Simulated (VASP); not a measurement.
Method: AM05 GGA, VASP's PBE PAW potentials (set 64) (plane waves; VASP).

VASP input:

### INCAR
```
# general
SYSTEM  = SrVO3
PREC    = Accurate
ENCUT   = 520
LREAL   = F
LASPH   = T

# electronic loop
EDIFF   = 1E-7
NELM    = 100
ALGO    = Normal
LMAXMIX = 4

# smearing
ISMEAR  = 1
SIGMA   = 0.1

# functional
GGA     = AM

# ions
ISIF    = 2

# output
LWAVE   = F
LCHARG  = F
```

### KPOINTS
```
Automatic mesh
0
Gamma
8 8 8
0 0 0
```

File POSCAR:
```
SrVO3
3.780560
  0.9999999289   0.0000000000   0.0000000000
  0.0000000000   0.9999999289   0.0000000000
  0.0000000000   0.0000000000   0.9999999289
Sr V O
1 1 3
direct
  0.0000000000   0.0000000000   0.0000000000
  0.5000000000   0.5000000000   0.5000000000
  0.5000000000   0.0000000000   0.5000000000
  0.0000000000   0.5000000000   0.5000000000
  0.5000000000   0.5000000000   0.0000000000
```

POTCAR, in this order: Sr_sv V_sv O (PBE.64 set). Program: vasp_std.

Q: Estimate the energy per atom (σ→0), pressure, band gap (on the k-mesh).

A: 
```
Item                                                         Value
------------------------  ----------------------------------------
energy per atom (σ→0)                               -8.035 eV/atom
band gap (on the k-mesh)  none (metal, semimetal or under 0.01 eV)
pressure                                                  6.32 GPa
```

File OSZICAR:
```
...
DAV:  10    -0.401782661827E+02    0.44266E-02   -0.44031E-02  1944   0.211E+00    0.287E-01
DAV:  11    -0.401780592058E+02    0.20698E-03   -0.32709E-03  1968   0.456E-01    0.807E-02
DAV:  12    -0.401780948658E+02   -0.35660E-04   -0.15101E-04  2112   0.101E-01    0.961E-02
DAV:  13    -0.401780720009E+02    0.22865E-04   -0.16016E-04  1976   0.125E-01    0.199E-02
DAV:  14    -0.401780743050E+02   -0.23041E-05   -0.12342E-05  2328   0.278E-02    0.705E-03
DAV:  15    -0.401780738317E+02    0.47326E-06   -0.18322E-06  1848   0.891E-03    0.156E-03
DAV:  16    -0.401780738040E+02    0.27755E-07   -0.28912E-07  1296   0.421E-03
   1 F= -.40178074E+02 E0= -.40177298E+02  d E =-.232642E-02
```

The compound is SrVO3 in the cubic perovskite structure. This cell is one point of a volume scan, at 0.97 of the reference volume. The run is not spin-polarised, so no magnetic state was tried. The electron count is odd and the run is not spin-polarised, which forces a metal.
